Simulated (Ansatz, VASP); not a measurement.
# K16Ca7Si24O63 in two plane-wave programs

One calculation is typed for both programs; each brings its own data sets. How far apart do they land? Of the first pair: The structure shown is frame 41 of Ansatz's trajectory.

Main program and level: Ansatz 0.2.0; plane waves, with VASP 6.6.1 beside it; single point at RPBE.

**1. Set-up**

The cell holds 110 atoms: 24 Si, 16 K, 7 Ca and 63 O. Its edges and angles: a = 11.937 Å, b = 11.937 Å, c = 11.937 Å, α = 90.0°, β = 90.0°, γ = 90.0°. As first built, before any earlier steps moved the atoms (in the runner's words): 110 atoms (24 Si, 16 K, 7 Ca, 63 O) placed at random at 2.52 g/cm^3, melted at 4000 K for 10 ps at fixed volume with the Morse and Coulomb pair potential with partial charges (Pedone, Malavasi, Menziani, Cormack and Segre, J. Phys. Chem. B 110, 11780 (2006)). Quenched from 4000 K to 300 K at 10 K/ps and fixed volume, held 10 ps at zero pressure.

**2. Ansatz: dynamics, RPBE**

Ansatz runs on its default PAW (the set named soft_2) files.

One frame of this run of dynamics is then solved in both programs, so the motion causes no difference.

input.yaml reads:

```yaml
crystal:
  lattice:
    - [11.93683, 0.0, 0.0]
    - [0.0, 11.93683, 0.0]
    - [0.0, 0.0, 11.93683]
  atoms:
    - { symbol: Si, position: [0.00422, 0.32389, 0.1486] }
    - { symbol: Si, position: [0.46292, 0.22917, 0.80862] }
    - { symbol: Si, position: [0.60287, 0.47264, 0.49441] }
    - { symbol: Si, position: [0.03727, 0.87986, 0.66602] }
    - { symbol: Si, position: [0.6389, 0.58817, 0.09498] }
    - { symbol: Si, position: [0.99442, 0.48838, 0.50313] }
    - { symbol: Si, position: [0.45542, 0.90709, 0.60994] }
    - { symbol: Si, position: [0.24009, 0.4266, 0.12206] }
    - { symbol: Si, position: [0.53977, 0.07241, 0.00651] }
    - { symbol: Si, position: [0.72394, 0.00208, 0.17919] }
    - { symbol: Si, position: [0.59981, 0.43608, 0.7614] }
    - { symbol: Si, position: [0.3032, 0.79721, 0.41975] }
    - { symbol: Si, position: [0.43022, 0.30927, 0.39917] }
    - { symbol: Si, position: [0.80547, 0.29907, 0.85444] }
    - { symbol: Si, position: [0.99106, 0.44843, 0.75071] }
    - { symbol: Si, position: [0.07979, 0.91626, 0.41418] }
    - { symbol: Si, position: [0.43898, 0.26506, 0.13648] }
    - { symbol: Si, position: [0.9039, 0.7177, 0.37304] }
    - { symbol: Si, position: [0.97163, 0.08569, 0.233] }
    - { symbol: Si, position: [0.82832, 0.76433, 0.12489] }
    - { symbol: Si, position: [0.54776, 0.14018, 0.56533] }
    - { symbol: Si, position: [0.17824, 0.65413, 0.60271] }
    - { symbol: Si, position: [0.17969, 0.03971, 0.11744] }
    - { symbol: Si, position: [0.69317, 0.33694, 0.08851] }
    - { symbol: K, position: [0.56222, 0.7633, 0.87666] }
    - { symbol: K, position: [0.43268, 0.80241, 0.11061] }
    - { symbol: K, position: [0.27205, 0.40113, 0.63066] }
    - { symbol: K, position: [0.99226, 0.07431, 0.92091] }
    - { symbol: K, position: [0.36542, 0.54756, 0.88013] }
    - { symbol: K, position: [0.41545, 0.03093, 0.31476] }
[... 74 atom lines left out ...]
    - { symbol: O, position: [0.0995, 0.36826, 0.75447] }
    - { symbol: O, position: [0.01503, 0.27676, 0.03074] }
    - { symbol: O, position: [0.70481, 0.3954, 0.45493] }
    - { symbol: O, position: [0.33576, 0.32639, 0.08545] }
    - { symbol: O, position: [0.46336, 0.13814, 0.10398] }
    - { symbol: O, position: [0.04137, 0.03792, 0.13029] }
kpoints:
  mp_grid: { grid: [1, 1, 1] }
hamiltonian:
  xc: rpbe
scf:
  occupations: { method: fixed }
output:
  forces: true
  stress: true
md:
  timestep: 1.0
  n_steps: 123
  ensemble: nvt_langevin
  temperature: 300
  initial_velocities: maxwell_boltzmann
  seed: 796
```

The run is started by

```bash
> ansatz run input.yaml --threads 4 --pin off --max-ram 8192MiB --backend cpu --events-out ev --progress --plain --runs-dir out
```

Numbers of over 12 decimals in the logs are rounded to 6 here.

The program printed:

```text
Warning: md: disabling space-group detection — thermal motion breaks the input geometry's symmetry, so no spatial operation reduces the k-mesh or symmetrises the density; time reversal is kept, so that k and −k are solved as one point where they differ and the mesh holds both, and exact exchange and, on two spinor components, a DFT+U term hold to it where the run has them: on two components no moment then forms, and  [...]
Warning: output.stress: scf.convergence.dr2_threshold = 1e-7 eV (the SCF's general default) is looser than the 1.08e-8 eV advised for a printed stress (1e-10 eV for each atom of the cell: 110, of which 108 are counted). What an SCF threshold leaves in a stress goes as its square root, and in the free energy as the threshold itself, and one threshold admits the most on a small cell: [figures from the program's tests c [...]
Engine: ansatz 0.2.0, aarch64-unknown-linux-gnu
Pseudopotentials: kind: paw
Pseudopotential: Si, paw, valence charge 4, recommended cutoff 420 eV (normal), Si.paw.azcp
Pseudopotential: K, paw, valence charge 9, recommended cutoff 420 eV (normal), K.paw.azcp
Pseudopotential: Ca, paw, valence charge 10, recommended cutoff 420 eV (normal), Ca.paw.azcp
Pseudopotential: O, paw, valence charge 6, recommended cutoff 420 eV (normal), O.paw.azcp
Functional definition: RPBE
  parameter kappa = 0.804
  parameter beta = 0.066725
  exchange = rpbe_x(kappa = kappa, mu = beta*pi^2/3)
  correlation = pbe_c(beta = beta)
Crystal: 110 atoms, lattice volume = 1700.854 Å³
Basis set: ecut = 420 eV, 33131 PW (Γ), exchange–correlation on 160×160×160 points (8 copies of the dense FFT grid, shifted against one another)
Bands: 454, of which v1, the nominal top of the filled ones, is band 344 counted from 1 (343 counted from 0)
Symmetry: 1 space group operations
k-points: 1
Non-local potential: Si, projectors of the file, l = 0: 2, l = 1: 2, l = 2: 2
Non-local potential: K, projectors of the file, l = 0: 3, l = 1: 2, l = 2: 2
Non-local potential: Ca, projectors of the file, l = 0: 3, l = 1: 2, l = 2: 2
Non-local potential: O, projectors of the file, l = 0: 2, l = 1: 2, l = 2: 1
PAW form: soft (Blöchl's): semilocal exchange-correlation on the pseudo side does not see the compensation charge
PAW frozen core: Si, regenerated for the run's functional, and the local potential with it (the file was generated under x = pbe(κ = 0.804, μ = 0.219515), c = pbe(β = 0.066725))
PAW frozen core: K, regenerated for the run's functional, and the local potential with it (the file was generated under x = pbe(κ = 0.804, μ = 0.219515), c = pbe(β = 0.066725))
PAW frozen core: Ca, regenerated for the run's functional, and the local potential with it (the file was generated under x = pbe(κ = 0.804, μ = 0.219515), c = pbe(β = 0.066725))
PAW frozen core: O, regenerated for the run's functional, and the local potential with it (the file was generated under x = pbe(κ = 0.804, μ = 0.219515), c = pbe(β = 0.066725))
PAW one-centre angular grid: Si, 110 points (default); XC on 64 Gauss nodes
PAW one-centre angular grid: K, 110 points (default); XC on 64 Gauss nodes
PAW one-centre angular grid: Ca, 110 points (default); XC on 64 Gauss nodes
PAW one-centre angular grid: O, 110 points (default); XC on 64 Gauss nodes
Initial density: superposition of atomic densities (neutral atoms: chi_scale 0, normalization atom), corrected by the library's trained network
Initial wavefunctions: pseudopotential atomic-orbital guess
Functional: x = rpbe, c = pbe(β = 0.066725)
SCF iter   1: F=—  HF=-88729.893757 eV  |F-HF|=—  |Δ(HF+E_count)|=         —  Δρ=4.50e-3  dr2=4.42e-1  ethr=1.77e-3  ⟨swp⟩=5.0  Hψ=1530  notcnv=0  defer=108
preconditioner: auto → Resta (q_TF=auto, 2.346 Å⁻¹)  ε∞=3.0  [insulator: Δε(μ)=2.275 eV  Ē_g=16.211 eV  n_scr=364 (ndim 8)  ℏωp=22.8 eV  f_vac=0.128  ε∞_Penn≈3.0]
[...]
iter 1 solved again at ethr=3.08e-6 eV; its pass at ethr=3.10e-3 eV (dr2=2.12e-2 eV) is discarded
SCF iter   1: F=—  HF=-88735.172845 eV  |F-HF|=—  |Δ(HF+E_count)|=         —  Δρ=1.30e-3  dr2=2.32e-2  ethr=3.08e-6  ⟨swp⟩=2.0  Hψ=1561  notcnv=0  defer=105
automatic band count: iteration 1 solves 451 bands in place of 454: the levels show a gap, and the empty bands left out lie too high to hold charge; the band table lists the bands solved (type scf.n_extra_bands for more)
preconditioner: auto → Resta (q_TF=auto, 2.346 Å⁻¹)  ε∞=3.1  [insulator: Δε(μ)=3.168 eV  Ē_g=15.657 eV  n_scr=364 (ndim 8)  ℏωp=22.8 eV  f_vac=0.131  ε∞_Penn≈3.1]
SCF iter   2: F=—  HF=-88735.167167 eV  |F-HF|=—  |Δ(HF+E_count)|=   5.68e-3  Δρ=5.81e-4  dr2=4.87e-3  ethr=3.08e-6  ⟨swp⟩=2.0  Hψ=618  notcnv=0  defer=105
SCF iter   3: F=—  HF=-88735.166311 eV  |F-HF|=—  |Δ(HF+E_count)|=   8.56e-4  Δρ=2.91e-4  dr2=1.10e-3  ethr=7.07e-7  ⟨swp⟩=2.0  Hψ=616  notcnv=0  defer=105
SCF iter   4: F=—  HF=-88735.166159 eV  |F-HF|=—  |Δ(HF+E_count)|=   1.52e-4  Δρ=6.85e-5  dr2=8.89e-5  ethr=1.60e-7  ⟨swp⟩=2.0  Hψ=616  notcnv=0  defer=103
SCF iter   5: F=—  HF=-88735.165970 eV  |F-HF|=—  |Δ(HF+E_count)|=   1.89e-4  Δρ=4.02e-5  dr2=2.28e-5  ethr=1.29e-8  ⟨swp⟩=2.0  Hψ=679  notcnv=0  defer=102
SCF iter   6: F=—  HF=-88735.165970 eV  |F-HF|=—  |Δ(HF+E_count)|=   2.86e-7  Δρ=1.16e-5  dr2=1.91e-6  ethr=3.32e-9  ⟨swp⟩=2.0  Hψ=632  notcnv=0  defer=102
SCF iter   7: F=—  HF=-88735.165971 eV  |F-HF|=—  |Δ(HF+E_count)|=   1.82e-6  Δρ=5.23e-6  dr2=3.95e-7  ethr=2.77e-10  ⟨swp⟩=2.0  Hψ=665  notcnv=0  defer=102
SCF iter   8: F=-88735.165972 eV  HF=-88735.165972 eV  |F-HF|=1.63e-8  |Δ(HF+E_count)|=   1.46e-7  Δρ=1.88e-6  dr2=5.07e-8  ethr=1.45e-11  ⟨swp⟩=4.0  Hψ=1391  notcnv=0
SCF 124 converged in 8 iterations: F = -88735.165972 eV  dr2 = 5.07e-8
md step   123: t =   123.00 fs  T =   360.2 K  F+E_penalty+E_count = -88735.16597164 eV  E_kin = 5.121281 eV  P_inst = 2.8042 GPa  (8 SCF iters)
SCF converged after 8 iterations
Free energy (F): -88735.165972 eV
Harris-Foulkes:  -88735.165972 eV  (|F-HF|=1.63e-8)
Internal energy: -88735.165972 eV  (E = F + TS)
E sigma→0 (E₀):  -88735.165972 eV
Fermi energy:    4.666009 eV
--- Per-component energies (eV) ---
  E_band       = -3968.337306
  E_kinetic    = 18324.677122
  E_local      = -45398.167666  (includes V_loc(G=0)·N_el)
  E_nonlocal   = 4149.595757
  E_hartree    = 16584.991127
  E_xc         = -9219.885554
  E_vxc        = -11010.534235  (∫ρ·V_xc dr)
  E_paw        = -41052.711708  (= ΣΔE_a)
  E_vpaw       = -3204.048518  (= ΣTr[D̂ρ^β])
  E_aug_tail   = 0.156230  (compensation charges beyond the density's cutoff)
  E_ewald      = -32120.781327
  E_core_change = -3.039953  (= ΣΔE_core)
  E_smearing   = -0.000000  (= −TS)
  E_closure    = 0.000000  (closes the sum)
  Σ components = -88735.165972   (vs F -88735.165972, Δ=0.00e0)
--- Forces (eV/Å), atoms counted from 1 ---
  atom   1  Si     0.92660768    -0.54855271    -0.54961614
  atom   2  Si    -2.61907258    -1.96469161     2.67405034
  atom   3  Si     1.55077449     1.45530849     0.13211886
  atom   4  Si    -0.79895418     0.75321601    -1.25775743
  atom   5  Si    -0.84891116    -1.92472288     0.86283887
  atom   6  Si     0.52762363    -0.32797509    -0.68530615
  atom   7  Si     1.42991015    -1.55664719     1.17155874
  atom   8  Si     1.48628825     0.26398566     1.15006295
  atom   9  Si    -0.62019507     0.07786327     0.01401705
  atom  10  Si     0.31351056    -1.11500633     2.04979042
  atom  11  Si     1.55831846     1.92194216     0.65549940
  atom  12  Si     0.17038268    -0.52257792    -0.34064245
  atom  13  Si    -1.17525567    -0.97851947     0.57268802
  atom  14  Si     0.55517520     0.66225962    -1.62188903
  atom  15  Si     0.35232335    -1.32587003    -0.91741369
  atom  16  Si    -0.04217055     0.24195627     0.34029818
  atom  17  Si    -0.35857220     0.61954977     0.62385118
  atom  18  Si     0.03392919    -0.36860322     1.11829658
  atom  19  Si    -1.30048738     0.60793838     0.57624946
  atom  20  Si    -0.39496383    -0.35400925    -0.60360842
  atom  21  Si     2.26014808    -1.86197894    -2.99004636
  atom  22  Si    -1.34090058    -0.39563623    -0.06841286
  atom  23  Si    -0.30255320    -0.69391493    -0.07848183
  atom  24  Si     0.21004418     1.25125008     3.28932608
[...]
atom 103  O     -0.38664959     1.18655989     0.15480057
  atom 104  O     -1.33145731    -0.13011932    -0.32480761
  atom 105  O     -0.54252493     0.13677890     0.80999923
  atom 106  O      0.08517407     0.02370768     0.64678172
  atom 107  O     -1.28533872     0.13147955     1.05559130
  atom 108  O     -1.23846949     1.51613396    -0.67432527
  atom 109  O      0.85245574    -0.39966426    -0.43042382
  atom 110  O      0.29112461    -1.01104815    -1.41968917
  max |Σ_I F_I| component: 1.44e-4 eV/Å
--- Stress (GPa, compression-positive) ---
        1.291033       2.542687       0.478903
        2.542687       2.573108       1.016771
        0.478905       1.016770       3.583617
  P = ⅓ Tr σ = 2.4826 GPa (24.826 kbar)
--- MD trajectory: 123 steps, t = 0.0 → 123.0 fs ---
  final state: T = 360.2 K   F+E_penalty+E_count = -88735.16597164 eV   E_kin = 5.121281 eV
```

**3. VASP: single point, RPBE, pair 1**

The same cell, functional and mesh now go to VASP, with its own data sets.

Lines of VASP's logs that name or quote its potential files are left out, and so is its time.

INCAR reads:

```
SYSTEM = K16Ca7Si24O63
PREC = Accurate
ENCUT = 520
EDIFF = 1E-06
NELM = 120
ISMEAR = 0
SIGMA = 0.01
LREAL = Auto
ALGO = Normal
GGA = RP
NBANDS = 424
LORBIT = 11
LWAVE = .FALSE.
LCHARG = .FALSE.
ISIF = 2
LASPH = .TRUE.
GGA_COMPAT = .FALSE.
EFERMI = MIDGAP
NCORE = 2
```

POSCAR reads:

```
K16Ca7Si24O63
1.0
   11.9368300000      0.0000000000      0.0000000000
    0.0000000000     11.9368300000      0.0000000000
    0.0000000000      0.0000000000     11.9368300000
Si K Ca O
24 16 7 63
Direct
    0.0079166747      0.3237794289      0.1398277432
    0.4627861836      0.2314098467      0.7972719725
    0.6092739865      0.4578937624      0.4916967067
    0.0293545271      0.8753328983      0.6742577384
    0.6352021433      0.5930971623      0.1009313193
    0.9983387549      0.4813757086      0.5071865814
    0.4683739318      0.9102416638      0.6212369616
    0.2478296164      0.4268134840      0.1221513584
    0.5299061811      0.0707558037      0.0116697649
    0.7195880313      0.0032169345      0.1775010618
    0.5956355247      0.4419933936      0.7642397521
    0.3181079064      0.7963755872      0.4262270636
    0.4256490207      0.3057428145      0.4064730753
    0.8015695959      0.2885523208      0.8571119803
    0.9953982758      0.4549281509      0.7637622384
    0.0810181598      0.9177478443      0.4220634792
    0.4364140228      0.2632189618      0.1305539243
    0.9073346944      0.7191356499      0.3781070854
    0.9742452561      0.0842769814      0.2340990028
    0.8401141677      0.7558958283      0.1194119377
    0.5566637038      0.1273621221      0.5579286963
    0.1845213511      0.6456739352      0.5970010463
    0.1900253250      0.0406221752      0.1163876842
    0.6955699294      0.3467000870      0.0879630522
    0.5467950871      0.7714610998      0.8780136770
    0.4293350915      0.8154510033      0.1109255975
    0.2787758559      0.3970233303      0.6304186287
    0.9804529343      0.0737716798      0.9244581685
    0.3827062964      0.5508748973      0.8913673061
    0.4121948625      0.0223342378      0.3151004077
[... 74 atom lines left out ...]
    0.1039890825      0.3731811545      0.7642732618
    0.0088465698      0.2773852019      0.0179863498
    0.7072732040      0.3914272047      0.4361208126
    0.3274990094      0.3162397387      0.0722888740
    0.4463664139      0.1267673243      0.1095935856
    0.0317923603      0.0239594599      0.1281998655
```

KPOINTS reads:

```
Automatic mesh
0
Gamma
1 1 1
0 0 0
```

The projector-augmented-wave data sets are Si, K_sv, Ca_sv and O (PBE family, release 64).

The run is started by

```bash
> mpirun -np 8 vasp_gam
```

The program printed:

```text
[banner, memory and clock lines left out]
running    8 mpi-ranks, on    1 nodes
[...]
|                                                                             |
|               ----> ADVICE to this user running VASP <----                  |
|                                                                             |
|     You enforced a specific xc type in the INCAR file but a different       |
|     [... a line on the potential file left out ...]
|     I HOPE YOU KNOW WHAT YOU ARE DOING!                                     |
|                                                                             |

 LDA part: xc-table for (Slater+PW92), standard interpolation
 POSCAR, INCAR and KPOINTS ok, starting setup
[...]
entering main loop
       N       E                     dE             d eps       ncg     rms          rms(c)
DAV:   1     0.790591706232E+04    0.79059E+04   -0.39775E+05   848   0.163E+03
DAV:   2     0.103102356898E+01   -0.79049E+04   -0.76240E+04  1040   0.458E+02
DAV:   3    -0.795990851864E+03   -0.79702E+03   -0.79157E+03  1040   0.152E+02
DAV:   4    -0.829315521592E+03   -0.33325E+02   -0.33206E+02  1128   0.309E+01
[...]
DAV:  19    -0.717847716812E+03    0.52177E-05   -0.42870E-05  1032   0.112E-02    0.178E-02
DAV:  20    -0.717847718508E+03   -0.16951E-05   -0.13819E-05  1128   0.973E-03    0.746E-03
DAV:  21    -0.717847719398E+03   -0.89061E-06   -0.56534E-06   920   0.606E-03
   1 F= -.71784772E+03 E0= -.71784772E+03  d E =0.000000E+00
```

OUTCAR, selected parts (step 3):

```text
  Total       -6.0967305     10.1804394     22.4826571     19.3617876      4.8898684      2.7426227
  in kB       -5.7430230      9.5898117     21.1783047     18.2384954      4.6061781      2.5835068
  external PRESSURE =       8.3416978 kB  Pullay stress =       0.0000000 kB

 POSITION                                       TOTAL-FORCE (eV/Angst)
 -----------------------------------------------------------------------------------
      0.09450      3.86490      1.66910         1.323223     -0.433861      2.560314
      5.52420      2.76230      9.51690         1.124704     -0.624561      0.823620
      7.27280      5.46580      5.86930        -2.703029      2.358407      1.067609
      0.35040     10.44870      8.04850         1.689637     -1.349124     -0.749071
      7.58230      7.07970      1.20480         1.749075     -0.163225     -1.508444
     11.91700      5.74610      6.05420         1.093205      0.159468     -0.409745
      5.59090     10.86540      7.41560        -0.607322     -0.093522     -0.626868
      2.95830      5.09480      1.45810        -0.623128      0.295848     -1.095741
      6.32540      0.84460      0.13930         0.644062      1.257163     -1.290047
      8.58960      0.03840      2.11880         0.455590     -0.621020     -0.708389
[...]
8.23670      1.21650      6.45690        -0.291853     -0.409909     -0.289024
     11.29930      5.17400      2.11570        -1.219052      0.878310      0.293630
      8.29850      4.15260      9.34080         0.179968      0.386909      0.779938
[...]
-----------------------------------------------------------------------------------
    total drift:                                0.031062     -0.000110     -0.000011

  FREE ENERGIE OF THE ION-ELECTRON SYSTEM (eV)
  ---------------------------------------------------
  free  energy   TOTEN  =      -717.8477193982 eV

  energy  without entropy=     -717.8477193982  energy(sigma->0) =     -717.84771940

[... 3 further parts left out ...]
[key lines of the parts left out:]
E-fermi :   3.4663
```

The PAW data sets were made with PBE, which is usual practice but a small mismatch for other functionals.

**4. Differences**

Known differences besides the potentials themselves: fixed occupations in Ansatz, narrow Gaussian smearing in VASP; the cutoff is 420 eV in Ansatz and 520 eV in VASP (PREC = Accurate, projectors in real space); Ansatz makes its cores anew for this functional, VASP keeps those of its PBE data sets. Total energies have different zeros and are not compared.

Forces on 9 of the 110 atoms, those with the largest forces and the largest differences (eV/Å; atoms numbered as in POSCAR):

```
atom          Ansatz x, y, z            VASP x, y, z
 Si1    1.279, -0.411, 2.493    1.323, -0.434, 2.560
 Si3    -2.646, 2.379, 1.037    -2.703, 2.358, 1.068
 Si5   1.677, -0.182, -1.458   1.749, -0.163, -1.508
Si11   0.284, -2.449, -1.120   0.266, -2.515, -1.158
Si19     0.658, 0.517, 0.533     0.603, 0.533, 0.608
Si21    -0.018, 1.470, 2.240    -0.034, 1.515, 2.264
Si23  -2.334, -1.595, -0.260  -2.371, -1.607, -0.283
Si24   -2.450, 0.260, -2.994   -2.470, 0.264, -3.039
 O78    0.337, 1.729, -2.216    0.319, 1.746, -2.178
```

The forces differ by 25 meV/Å r.m.s., which is 3.0 % of the r.m.s. force of 0.824 eV/Å (both taken over all components).

**5. Ansatz: dynamics, RPBE**

One frame of this run of dynamics is then solved in both programs, so the motion causes no difference.

The structure compared here is frame 82 of Ansatz's trajectory.

input.yaml is that of step 2.

The run is started by

```bash
> ansatz run input.yaml --threads 4 --pin off --max-ram 8192MiB --backend cpu --events-out ev --progress --plain --runs-dir out
```

The program printed:

```text
[...]
Crystal: 110 atoms, lattice volume = 1700.854 Å³
Basis set: ecut = 420 eV, 33131 PW (Γ), exchange–correlation on 160×160×160 points (8 copies of the dense FFT grid, shifted against one another)
Bands: 454, of which v1, the nominal top of the filled ones, is band 344 counted from 1 (343 counted from 0)
Symmetry: 1 space group operations
k-points: 1
[...]
atom 109  O      0.85245574    -0.39966426    -0.43042382
  atom 110  O      0.29112461    -1.01104815    -1.41968917
  max |Σ_I F_I| component: 1.44e-4 eV/Å
--- Stress (GPa, compression-positive) ---
        1.291033       2.542687       0.478903
        2.542687       2.573108       1.016771
        0.478905       1.016770       3.583617
  P = ⅓ Tr σ = 2.4826 GPa (24.826 kbar)
--- MD trajectory: 123 steps, t = 0.0 → 123.0 fs ---
[...]
[key lines of the parts left out:]
SCF converged after 8 iterations
Free energy (F): -88735.165972 eV
Fermi energy:    4.666009 eV
```

(Continued in part 2 of 2.)

[Lines on the potential files, build, host, timing and source positions are cut from VASP's logs without a mark.]

[Logs are printed without paths, hosts, clocks, repeated set-up lines and the standing remarks that a program may print on its own settings, such as how far it seeks lower states.]

[Hosts, paths, dates, database ids (printed as entryN), source tags and the programs' standing remarks are cut or masked in the printed files.]
